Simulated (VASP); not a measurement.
Level of theory: MS2 meta-GGA, VASP's PBE PAW potentials (set 64) (plane waves; VASP 6.6.1).

A VASP calculation is set up with these files.

POSCAR:
```
MgI2
1
    2.1056527116    -3.6470970442     0.0000000000
    2.1056527116     3.6470970442     0.0000000000
    0.0000000000     0.0000000000     7.2888388131
Mg I
1 2
Direct
  0.0000000000   0.0000000000   0.0000000000
  0.3333330000   0.6666670000   0.2292015975
  0.6666670000   0.3333330000   0.7707984025
```

KPOINTS:
```
Regular mesh
0
Gamma
 6 6 3
```

**INCAR**
```
# general
SYSTEM   =  MgI2
PREC     =  Accurate
ENCUT    =  520
LREAL    =  .FALSE.   # projection in real space or not
LASPH    =  .TRUE.

# electronic loop
EDIFF    =  1E-7   # SCF stop (eV)
NELM     =  100   # most electronic steps
ALGO     =  Normal   # blocked Davidson
LMAXMIX  =  4
LMIXTAU  =  .TRUE.

# smearing
ISMEAR   =  0
SIGMA    =  0.05   # width (eV)

# functional
METAGGA  =  MS2

# ions
IBRION   =  2
NSW      =  30
ISIF     =  4   # ions and shape, fixed volume
EDIFFG   =  -0.01   # ionic stop

# output
LWAVE    =  .FALSE.
LCHARG   =  .FALSE.
```

POTCAR, in this order: Mg I (PBE.64 set). Program: vasp_std.

Q: What will the output report for the number of irreducible k-points (NKPTS), largest plane-wave count, number of space-group operations, FFT grid (NGX, NGY, NGZ)?

A: 
```json
{
 "number of irreducible k-points (NKPTS)": "17",
 "largest_plane_wave_count": "3024",
 "number_of_space_group_operations": "12",
 "FFT grid (NGX, NGY, NGZ)": "32 × 32 × 54"
}
```

The compound is MgI2 in the 1T layered structure. This cell is one point of a volume scan, at 1.03 of the reference volume. Symmetry was kept, so distortions that lower it aren't found.
